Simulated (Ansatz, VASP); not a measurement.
# MgO (MgO (Fm-3m)): VASP beside Ansatz

One calculation is typed for both programs; each brings its own data sets. How far apart do they land? The cell is taken from a series of runs on this material, whose earlier steps may have relaxed, scaled, displaced or heated it; both programs get it as it stands.

Method: plane waves, with VASP 6.6.1 beside it; relaxation of cell and atoms at PBEsol, in Ansatz 0.2.0.

## 1. Set-up

It takes space group Fm-3m (No. 225, cubic). The conventional cell has a = 4.214 Å, b = 4.214 Å, c = 4.214 Å, α = 90.00°, β = 90.00°, γ = 90.00°. Mg has 6 O at 2.11 Å nearest. O has 6 Mg at 2.11 Å nearest. Farther neighbours and most contacts between anions are not listed.

As a file:

```xyz
2
Lattice="0.0000 2.1072 2.1072 2.1072 0.0000 2.1072 2.1072 2.1072 0.0000" Properties=species:S:1:pos:R:3 pbc="T T T"
Mg    0.0000    0.0000    0.0000
O     2.1072    2.1072    2.1072
```

## 2. VASP: relaxation of cell and atoms, PBEsol

The relaxed volume is the usual yardstick between codes: in a stiff, nearly cubic crystal its relative difference is about their pressure difference at one cell divided by the bulk modulus.

Lines of VASP's logs that name or quote its potential files are left out, and so is its time.

Contents of INCAR:

```
SYSTEM = MgO
PREC = Accurate
ENCUT = 600
EDIFF = 1E-07
NELM = 120
ISMEAR = 0
SIGMA = 0.01
LREAL = .FALSE.
ALGO = Normal
GGA = PS
NBANDS = 10
LORBIT = 11
LWAVE = .FALSE.
LCHARG = .FALSE.
ISIF = 3
IBRION = 2
NSW = 80
EDIFFG = -0.005
LASPH = .TRUE.
GGA_COMPAT = .FALSE.
NELMIN = 4
EFERMI = MIDGAP
```

Contents of POSCAR:

```
MgO
1.0
    0.0000000000      2.1072020000      2.1072020000
    2.1072020000      0.0000000000      2.1072020000
    2.1072020000      2.1072020000      0.0000000000
Mg O
1 1
Direct
    0.0000000000      0.0000000000      0.0000000000
    0.5000000000      0.5000000000      0.5000000000
```

Contents of KPOINTS:

```
Automatic mesh
0
Gamma
11 11 11
0 0 0
```

PAW data sets: Mg and O (PBE family, release 64).

The run is started by

```console
mpirun -np 1 vasp_std
```

Numbers of over 12 decimals in the logs are rounded to 6 here.

The program printed:

```text
[banner, memory and clock lines left out]
running    1 mpi-ranks, on    1 nodes
 distrk:  each k-point on    1 cores,    1 groups
 distr:  one band on    1 cores,    1 groups

 POSCAR found type information on POSCAR MgO
 POSCAR found :  2 types and       2 ions
|                                                                             |
|               ----> ADVICE to this user running VASP <----                  |
|                                                                             |
|     You enforced a specific xc type in the INCAR file but a different       |
|     [... a line on the potential file left out ...]
|     I HOPE YOU KNOW WHAT YOU ARE DOING!                                     |
|                                                                             |

 LDA part: xc-table for (Slater+PW92), standard interpolation
 POSCAR, INCAR and KPOINTS ok, starting setup
 FFT: planning ... GRIDC
 FFT: planning ... GRID_SOFT
 FFT: planning ... GRID
 WAVECAR not read
 entering main loop
       N       E                     dE             d eps       ncg     rms          rms(c)
DAV:   1     0.177604218935E+02    0.17760E+02   -0.51252E+03  1200   0.811E+02
DAV:   2    -0.131176405937E+02   -0.30878E+02   -0.29751E+02  1300   0.151E+02
DAV:   3    -0.138972937191E+02   -0.77965E+00   -0.77875E+00  1328   0.218E+01
DAV:   4    -0.138991487913E+02   -0.18551E-02   -0.18550E-02  1250   0.120E+00
DAV:   5    -0.138991546226E+02   -0.58313E-05   -0.58313E-05  1260   0.665E-02    0.666E+00
DAV:   6    -0.125529869114E+02    0.13462E+01   -0.78829E+00  1142   0.166E+01    0.221E+00
DAV:   7    -0.125291527710E+02    0.23834E-01   -0.47355E-02  1196   0.218E+00    0.130E+00
DAV:   8    -0.125156951700E+02    0.13458E-01   -0.23118E-02  1134   0.190E+00    0.201E-01
DAV:   9    -0.125154888718E+02    0.20630E-03   -0.24339E-04  1284   0.121E-01    0.135E-01
DAV:  10    -0.125154187764E+02    0.70095E-04   -0.40753E-04  1202   0.167E-01    0.583E-03
DAV:  11    -0.125154198042E+02   -0.10278E-05   -0.38733E-06  1192   0.154E-02    0.331E-03
DAV:  12    -0.125154203487E+02   -0.54446E-06   -0.99595E-08   980   0.387E-03    0.463E-04
DAV:  13    -0.125154204128E+02   -0.64155E-07   -0.17319E-08   616   0.104E-03
   1 F= -.12515420E+02 E0= -.12515420E+02  d E =-.125154E+02
 curvature:   0.00 expect dE= 0.000E+00 dE for cont linesearch  0.000E+00
 trial: gam= 0.00000 g(F)=  0.270E-60 g(S)=  0.544E-03 ort = 0.000E+00 (trialstep = 0.100E+01)
 search vector abs. value=  0.544E-03
 bond charge predicted
       N       E                     dE             d eps       ncg     rms          rms(c)
DAV:   1    -0.125177515439E+02   -0.23312E-02   -0.42805E-02  1146   0.178E+00    0.350E-01
DAV:   2    -0.125156318816E+02    0.21197E-02   -0.13778E-02  1160   0.732E-01    0.354E-02
DAV:   3    -0.125156093350E+02    0.22547E-04   -0.15072E-04  1166   0.124E-01    0.204E-02
DAV:   4    -0.125156005878E+02    0.87472E-05   -0.11907E-05  1212   0.304E-02    0.610E-03
DAV:   5    -0.125156007993E+02   -0.21155E-06   -0.19111E-06  1140   0.912E-03    0.121E-03
DAV:   6    -0.125156007497E+02    0.49640E-07   -0.27525E-08   602   0.127E-03
   2 F= -.12515601E+02 E0= -.12515601E+02  d E =-.180337E-03
 trial-energy change:   -0.000180  1 .order   -0.000178   -0.000544    0.000188
 step:   0.7468(harm=  0.7432)  dis= 0.00000  next Energy=   -12.515625 (dE=-0.204E-03)
 bond charge predicted
       N       E                     dE             d eps       ncg     rms          rms(c)
DAV:   1    -0.125157630736E+02   -0.16227E-03   -0.27439E-03  1142   0.449E-01    0.886E-02
DAV:   2    -0.125156258278E+02    0.13725E-03   -0.88571E-04  1160   0.186E-01    0.889E-03
DAV:   3    -0.125156256067E+02    0.22113E-06   -0.95861E-06  1162   0.312E-02    0.513E-03
DAV:   4    -0.125156246862E+02    0.92048E-06   -0.75943E-07  1172   0.771E-03    0.154E-03
DAV:   5    -0.125156245266E+02    0.15963E-06   -0.11952E-07   582   0.230E-03    0.283E-04
DAV:   6    -0.125156245362E+02   -0.95496E-08   -0.41059E-09   578   0.541E-04
   3 F= -.12515625E+02 E0= -.12515625E+02  d E =-.204123E-03
 curvature:  -0.37 expect dE=-0.426E-08 dE for cont linesearch -0.426E-08
 trial: gam= 0.00000 g(F)=  0.726E-66 g(S)=  0.115E-07 ort =-0.250E-05 (trialstep = 0.949E+00)
 search vector abs. value=  0.116E-07
 reached required accuracy - stopping structural energy minimisation
```

OUTCAR, selected parts (step 2):

```text
ion  position               nearest neighbor table
   1  0.000  0.000  0.000-   2 2.11   2 2.11   2 2.11   2 2.11   2 2.11   2 2.11
   2  0.500  0.500  0.500-   1 2.11   1 2.11   1 2.11   1 2.11   1 2.11   1 2.11

  LATTYP: Found a face centered cubic cell.
 ALAT       =     4.2144040000

 Subroutine GETGRP returns: Found 48 space group operations
 (whereof 48 operations were pure point group operations)

The static configuration has the point symmetry O_h .

 Found     56 irreducible k-points:

   k-points           NKPTS =     56   k-points in BZ     NKDIM =     56   number of bands    NBANDS=     10

   dimension x,y,z NGX =    24 NGY =   24 NGZ =   24
   dimension x,y,z NGXF=    48 NGYF=   48 NGZF=   48

   ENCUT  =  600.0 eV  44.10 Ry    6.64 a.u.   5.95  5.95  5.95*2*pi/ulx,y,z

   NELECT =       8.0000    total number of electrons

 k-points in reciprocal lattice and weights: Automatic mesh
   0.00000000  0.00000000  0.00000000       0.001
   0.09090909  0.00000000  0.00000000       0.006
   0.18181818  0.00000000  0.00000000       0.006
   0.27272727  0.00000000  0.00000000       0.006
   0.36363636  0.00000000  0.00000000       0.006
   0.45454545  0.00000000  0.00000000       0.006
   0.09090909  0.09090909  0.00000000       0.005
   0.18181818  0.09090909  0.00000000       0.018
   0.27272727  0.09090909  0.00000000       0.018
[...]
-0.36363636  0.45454545  0.18181818       0.018
  -0.27272727  0.45454545  0.18181818       0.018

 average (electrostatic) potential at core
       1 -34.6378       2 -69.5457

 E-fermi :   5.4205

 k-point     1 :       0.0000    0.0000    0.0000
  band No.  band energies     occupation
      1     -14.1326      2.00000
      2       3.0880      2.00000
      3       3.0880      2.00000
      4       3.0880      2.00000
      5       7.7530      0.00000
      6      18.7392      0.00000
      7      18.7392      0.00000
      8      18.7392      0.00000
      9      22.5892      0.00000
    ...

 k-point     2 :       0.0909    0.0000    0.0000
  band No.  band energies     occupation
      1     -14.0429      2.00000
      2       2.5268      2.00000
      3       3.0305      2.00000
      4       3.0305      2.00000
      5       8.2899      0.00000
      6      17.6361      0.00000
      7      18.9422      0.00000
      8      18.9422      0.00000
      9      23.8473      0.00000
    ...

 k-point     3 :       0.1818    0.0000    0.0000
  band No.  band energies     occupation
      1     -13.7918      2.00000
      2       1.3403      2.00000
      3       2.8806      2.00000
      4       2.8806      2.00000
      5       9.3646      0.00000
      6      16.1918      0.00000
      7      19.3953      0.00000
      8      19.3953      0.00000
      9      23.1221      0.00000
    ...

  Total        0.0003980      0.0003980      0.0003980      0.0000000      0.0000000      0.0000000
  in kB        0.0342328      0.0342328      0.0342328      0.0000000      0.0000000      0.0000000
  external PRESSURE =       0.0342328 kB  Pullay stress =       0.0000000 kB

  energy-cutoff  :      600.00
  volume of cell :       18.63
      direct lattice vectors                 reciprocal lattice vectors
     0.000000000  2.103910867  2.103910867    -0.237652653  0.237652653  0.237652653
     2.103910867 -0.000000000  2.103910867     0.237652653 -0.237652653  0.237652653
     2.103910867  2.103910867  0.000000000     0.237652653  0.237652653 -0.237652653

 POSITION                                       TOTAL-FORCE (eV/Angst)
 -----------------------------------------------------------------------------------
      0.00000      0.00000      0.00000         0.000000      0.000000      0.000000
      2.10391      2.10391      2.10391         0.000000      0.000000     -0.000000
 -----------------------------------------------------------------------------------
    total drift:                               -0.000000     -0.000000      0.000000

  FREE ENERGIE OF THE ION-ELECTRON SYSTEM (eV)
  ---------------------------------------------------
  free  energy   TOTEN  =       -12.5156245362 eV

  energy  without entropy=      -12.5156245362  energy(sigma->0) =      -12.51562454

 reached required accuracy - stopping structural energy minimisation

 total charge
# of ion       s       p       d       tot
------------------------------------------
    1        0.150   0.182   0.081   0.413
    2        1.534   3.544   0.000   5.078
--------------------------------------------------
tot          1.684   3.727   0.081   5.491

[... 3 further parts left out ...]
```

## 3. Ansatz: relaxation of cell and atoms, PBEsol

Ansatz runs on its default PAW (the set named soft_2) files.

The same cell, functional and mesh now go to Ansatz.

Contents of input.yaml:

```yaml
crystal:
  lattice:
    - [0.0, 2.1072019, 2.1072019]
    - [2.1072019, 0.0, 2.1072019]
    - [2.1072019, 2.1072019, 0.0]
  atoms:
    - { symbol: Mg, position: [0.0, 0.0, 0.0] }
    - { symbol: O, position: [0.5, 0.5, 0.5] }
basis:
  ecutwfc: 420
  xc_grid: 2
hamiltonian:
  xc: pbesol
kpoints:
  mp_grid: { grid: [11, 11, 11] }
scf:
  occupations: { method: fixed }
  max_iter: 100
relax:
  f_tol: 0.005
  max_steps: 60
  cell: {}
output:
  forces: true
  stress: true
checkpoint:
  write: "../cell.run"
  compress: false
  write_wavefunctions: false
  write_every: 100000
```

The run is started by

```console
ansatz run input.yaml --threads 4 --pin off --max-ram 7536MiB --backend cpu --events-out ev --progress --plain --runs-dir out
```

The program printed:

```text
Engine: ansatz 0.2.0, x86_64-unknown-linux-gnu
Pseudopotentials: kind: paw
Pseudopotential: Mg, paw, valence charge 10, recommended cutoff 420 eV (normal), Mg.paw.azcp
Pseudopotential: O, paw, valence charge 6, recommended cutoff 420 eV (normal), O.paw.azcp
Functional definition: PBEsol
  exchange = pbesol_x
  correlation = pbesol_c
Crystal: 2 atoms, lattice volume = 18.713 Å³
Basis set: ecut = 420 eV, 339 PW (Γ), exchange–correlation on 40×40×40 points (8 copies of the dense FFT grid, shifted against one another)
Bands: 12, of which v1, the nominal top of the filled ones, is band 8 counted from 1 (7 counted from 0)
Symmetry: 48 space group operations
Space group: Fm-3m (ITA 225), of the structure as read, at distance tolerance 2.7e-5 Å
k-points: 56 of 1331
Non-local potential: Mg, projectors of the file, l = 0: 3, l = 1: 2, l = 2: 1
Non-local potential: O, projectors of the file, l = 0: 2, l = 1: 2, l = 2: 1
PAW form: soft (Blöchl's): semilocal exchange-correlation on the pseudo side does not see the compensation charge
PAW frozen core: Mg, regenerated for the run's functional, and the local potential with it (the file was generated under x = pbe(κ = 0.804, μ = 0.219515), c = pbe(β = 0.066725))
PAW frozen core: O, regenerated for the run's functional, and the local potential with it (the file was generated under x = pbe(κ = 0.804, μ = 0.219515), c = pbe(β = 0.066725))
PAW one-centre angular grid: Mg, 110 points (default); XC on 64 Gauss nodes
PAW one-centre angular grid: O, 110 points (default); XC on 64 Gauss nodes
Initial density: superposition of atomic densities (neutral atoms: chi_scale 0, normalization atom), corrected by the library's trained network
Initial wavefunctions: pseudopotential atomic-orbital guess
Functional: x = pbesol(κ = 0.804, μ = 0.123457), c = pbesol(β = 0.046)
SCF iter   1: F=—  HF=-2475.880972 eV  |F-HF|=—  |Δ(HF+E_count)|=         —  Δρ=1.46e-2  dr2=3.16e-2  ethr=1.77e-3  ⟨swp⟩=4.6  Hψ=3504  notcnv=0  defer=98
preconditioner: auto → none  [insulator: Δε(μ)=4.493 eV  Ē_g=18.272 eV  n_scr=8 (ndim 8)  ℏωp=24.3 eV  f_vac=0.000  ε∞_Penn≈2.8]
SCF iter   2: F=—  HF=-2475.873242 eV  |F-HF|=—  |Δ(HF+E_count)|=   7.73e-3  Δρ=6.94e-3  dr2=5.89e-3  ethr=1.98e-4  ⟨swp⟩=2.1  Hψ=1379  notcnv=0  defer=110
SCF iter   3: F=—  HF=-2475.871379 eV  |F-HF|=—  |Δ(HF+E_count)|=   1.86e-3  Δρ=8.54e-4  dr2=7.01e-5  ethr=3.68e-5  ⟨swp⟩=2.0  Hψ=951  notcnv=0  defer=110
SCF iter   4: F=—  HF=-2475.871348 eV  |F-HF|=—  |Δ(HF+E_count)|=   3.04e-5  Δρ=1.41e-4  dr2=1.63e-6  ethr=4.38e-7  ⟨swp⟩=2.0  Hψ=926  notcnv=0  defer=78
iter 5 did not close the SCF: its close was put off for the readings that it lacked (scf_convergence_deferred on its scf_iter line)
SCF iter   5: F=-2475.871349 eV  HF=-2475.871349 eV  |F-HF|=3.15e-8  |Δ(HF+E_count)|=   1.11e-6  Δρ=1.79e-5  dr2=2.31e-8  ethr=1.02e-8  ⟨swp⟩=2.4  Hψ=963  notcnv=0  defer=63
SCF iter   6: F=-2475.871349 eV  HF=-2475.871349 eV  |F-HF|=3.58e-10  |Δ(HF+E_count)|=   1.57e-8  Δρ=2.50e-6  dr2=2.99e-10  ethr=1.44e-10  ⟨swp⟩=2.9  Hψ=2395  notcnv=0
SCF 1 converged in 6 iterations: F = -2475.871349 eV  dr2 = 2.99e-10
  greatest PAW one-centre occupation: 1.000 electrons in one spin orbital (limit 2), on the Mg atom at site 0 (counted from 0), in its partial waves of l = 0
relax step   1: F+E_penalty+E_count = -2475.87134928 eV  Δ(F+E_penalty+E_count) = +0.000e0 eV  max|allowed force component| = 8.234e-30 eV/Å  Δτ_max = 0.0000 Å  P = -0.032 GPa  Ω = 18.713 Å³  (6 SCF iters, dr2 threshold 1.00e-7 eV, accepted)
Initial density: handed on by an earlier stage of this run
Initial wavefunctions: pseudopotential atomic-orbital guess (no wavefunctions were taken with the density)
iter 1 solved again at ethr=2.63e-8 eV; its pass at ethr=3.10e-3 eV (dr2=4.21e-6 eV) is discarded
SCF iter   1: F=—  HF=-2475.871363 eV  |F-HF|=—  |Δ(HF+E_count)|=         —  Δρ=2.95e-6  dr2=3.28e-10  ethr=2.63e-8  ⟨swp⟩=3.7  Hψ=5515  notcnv=0  defer=110
eigensolver tolerance schedule: the retry pair's looser diagonalisation over-reported the residual by 12834.49 of it (diagonalisation noise at 0.12 of the residual, at the tolerance the schedule requests for it); recorded, not acted on — ethr = c·dr2/N_el stays at c = 1.0e-1
preconditioner: auto → none  [insulator: Δε(μ)=4.618 eV  Ē_g=18.380 eV  n_scr=8 (ndim 8)  ℏωp=24.3 eV  f_vac=0.000  ε∞_Penn≈2.7]
SCF iter   2: F=—  HF=-2475.871349 eV  |F-HF|=—  |Δ(HF+E_count)|=   1.36e-5  Δρ=2.16e-6  dr2=2.84e-10  ethr=2.05e-12  ⟨swp⟩=3.0  Hψ=1497  notcnv=0  defer=77
SCF iter   3: F=—  HF=-2475.871349 eV  |F-HF|=—  |Δ(HF+E_count)|=  2.55e-11  Δρ=1.27e-6  dr2=7.78e-11  ethr=1.77e-12  ⟨swp⟩=2.1  Hψ=1112  notcnv=0  defer=77
SCF iter   4: F=—  HF=-2475.871349 eV  |F-HF|=—  |Δ(HF+E_count)|=  1.17e-10  Δρ=6.79e-7  dr2=5.32e-11  ethr=1.00e-12  ⟨swp⟩=2.4  Hψ=1057  notcnv=0  defer=77
SCF iter   5: F=-2475.871349 eV  HF=-2475.871349 eV  |F-HF|=4.09e-12  |Δ(HF+E_count)|=  1.05e-11  Δρ=2.38e-7  dr2=3.60e-12  ethr=1.00e-12  ⟨swp⟩=4.2  Hψ=2760  notcnv=0
SCF 2 converged in 5 iterations: F = -2475.871349 eV  dr2 = 3.60e-12
relax step   2: F+E_penalty+E_count = -2475.87134928 eV  Δ(F+E_penalty+E_count) = -4.366e-11 eV  max|allowed force component| = 7.281e-30 eV/Å  Δτ_max = 0.0000 Å  P = -0.032 GPa  Ω = 18.713 Å³  stress off target by 3.15e-2 GPa  SCF on the basis re-selected at this cell (its energy is not comparable with the rows above)  (5 SCF iters)
basis re-selected at this cell: Δ(F+E_penalty+E_count) = -4.366e-11 eV, ΔP = +0.000 GPa vs the last step (what re-selecting the basis moved, of the pressure what is left beyond the Pulay correction that the steps carried, after the strain that the cell walked since its last selection, with what the two solves' SCF thresholds leave and, on support functions, any second-order correction that the steps lacked; it is no  [...]
SCF converged after 5 iterations
Free energy (F): -2475.871349 eV
Harris-Foulkes:  -2475.871349 eV  (|F-HF|=4.09e-12)
Internal energy: -2475.871349 eV  (E = F + TS)
E sigma→0 (E₀):  -2475.871349 eV
Fermi energy:    7.992896 eV
--- Per-component energies (eV) ---
  E_band       = -292.461617
  E_kinetic    = 254.937234
  E_local      = -1602.025969  (includes V_loc(G=0)·N_el)
  E_nonlocal   = 143.743821
  E_hartree    = 553.015349
  E_xc         = -103.898524
  E_vxc        = -133.874449  (∫ρ·V_xc dr)
  E_paw        = -433.089693  (= ΣΔE_a)
  E_vpaw       = -61.275430  (= ΣTr[D̂ρ^β])
  E_aug_tail   = 0.002515  (compensation charges beyond the density's cutoff)
  E_ewald      = -1288.650235
  E_core_change = 0.094150  (= ΣΔE_core)
  E_smearing   = -0.000000  (= −TS)
  E_closure    = 0.000000  (closes the sum)
  Σ components = -2475.871349   (vs F -2475.871349, Δ=0.00e0)
--- Forces (eV/Å), atoms counted from 1 ---
  atom   1  Mg    -0.00000000     0.00000000    -0.00000000
  atom   2  O      0.00000000    -0.00000000    -0.00000000
  max |Σ_I F_I| component: 1.28e-29 eV/Å
--- Stress (GPa, compression-positive) ---
       -0.031529      -0.000000      -0.000000
       -0.000000      -0.031529      -0.000000
        0.000000       0.000000      -0.031529
  P = ⅓ Tr σ = -0.0315 GPa (-0.315 kbar)
--- Relaxed structure (1 steps of the walk, 1 accepted, 1 SCFs on fresh bases) ---
  F+E_penalty+E_count = -2475.87134928 eV   max|allowed force component| = 7.281e-30 eV/Å   (the final SCF, on the basis selected at the relaxed cell)
  cell:  # Å, volume = 18.7132 Å³
    - [0.0, 2.1072019, 2.1072019]
    - [2.1072019, 0.0, 2.1072019]
    - [2.1072019, 2.1072019, 0.0]
  atoms:
    - { symbol: Mg, position: [0.0, 0.0, 0.0] }
    - { symbol: O, position: [0.5, 0.5, 0.5] }
```

The column dr2 measures how far the density is from self-consistency, as an energy; F and HF (Harris–Foulkes) agree once it is small.

## 4. Differences

Known differences besides the potentials themselves: fixed occupations in Ansatz, narrow Gaussian smearing in VASP; the data sets hold 16 valence electrons in Ansatz (on its default PAW (the set named soft_2) files) and 8 in VASP; the cutoff is 420 eV in Ansatz and 600 eV in VASP; Ansatz makes its cores anew for this functional, VASP keeps those of its PBE data sets; Ansatz adds a Pulay correction to the stress that steers its cell, VASP none. Total energies have different zeros and are not compared.

Compared:

| quantity | Ansatz | VASP | difference |
| --- | --- | --- | --- |
| volume (Å³) | 18.71 | 18.63 | +0.47 % |
| edge a after relaxation, in the typed setting (Å) | 2.980 | 2.975 | +0.15 % |

## 5. What came out

```
difference in volume (relaxation of cell and atoms, PBEsol) : 0.47 %
```

**Reading.** The difference in volume is 0.47 % (relaxation of cell and atoms, PBEsol), within the 1.2 % picked in this series as the mark of a large difference, as far as the stopping tolerances let one tell. The data sets hold unlike numbers of valence electrons (16 in Ansatz and 8 in VASP), so part of the differences comes from the potentials. Such differences can come from data sets, numerical settings and the points named under the comparisons, not from the functional's error against experiment.

[Lines on the potential files, build, host, timing and source positions are cut from VASP's logs without a mark.]

[Logs are printed without paths, hosts, clocks, repeated set-up lines and the standing remarks that a program may print on its own settings, such as how far it seeks lower states.]

[Hosts, paths, dates, database ids (printed as entryN), source tags and the programs' standing remarks are cut or masked in the printed files.]
